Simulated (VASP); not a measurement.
An input for Quantum ESPRESSO's pw.x (written as the equivalent of a VASP run, and not itself run):

```
&CONTROL
  calculation = 'vc-relax'
  pseudo_dir = './pseudo'
  outdir = './out'
  tprnfor = .true.
  tstress = .true.
  nstep = 60
  forc_conv_thr = 0.00039
/
&SYSTEM
  ibrav = 0
  nat = 2
  ntyp = 2
  ecutwfc = 74
  occupations = 'smearing'
  smearing = 'methfessel-paxton'
  degauss = 0.00735
  input_dft = 'pbe'
/
&ELECTRONS
  conv_thr = 7.3e-08
  electron_maxstep = 100
/
&IONS
/
&CELL
/
ATOMIC_SPECIES
  W 183.840 W.upf
  Si 28.085 Si.upf
CELL_PARAMETERS angstrom
     0.0000000    3.1523320    3.1523320
     3.1523320    0.0000000    3.1523320
     3.1523320    3.1523320    0.0000000
ATOMIC_POSITIONS crystal
  W    0.0000000  0.0000000  0.0000000
  Si   0.2500000  0.2500000  0.2500000
K_POINTS automatic
  9 9 9 0 0 0
```

Translate this input to VASP (INCAR, KPOINTS, POSCAR, choice of POTCAR).

Several could match; the one computed here: 
KPOINTS:
```
Automatic mesh
0
Gamma
9 9 9
0 0 0
```

**POSCAR**
```
WSi
1.0
  0.0000000000   3.1523320000   3.1523320000
  3.1523320000   0.0000000000   3.1523320000
  3.1523320000   3.1523320000   0.0000000000
W Si
1 1
Direct
  0.0000000000   0.0000000000   0.0000000000
  0.2500000000   0.2500000000   0.2500000000
```

### INCAR
```
ALGO = Normal
EDIFF = 1E-6
EDIFFG = -0.01
ENCUT = 400
GGA = PE
IBRION = 2
ISIF = 3
ISMEAR = 1
LASPH = T
LCHARG = F
LMAXMIX = 6
LREAL = F
LWAVE = F
NELM = 100
NSW = 60
PREC = Accurate
SIGMA = 0.1
SYSTEM = WSi
```

POTCAR, in this order: W_sv Si (PBE.64 set). Program: vasp_std.

The two are equivalent in intent, not identical: the potentials are each code's own (VASP's PAW set, PseudoDojo norm-conserving files in pw.x), so ENCUT and ecutwfc are chosen apart and not converted; conv_thr bounds pw.x's estimated SCF error, while EDIFF bounds the energy change between steps; forc_conv_thr acts on force components and is met together with etot_conv_thr.

The structure was generated: WSi was put into the zinc blende type (F-43m), which need not be its known phase. This run relaxes it. Symmetry was kept, so distortions that lower it aren't found.
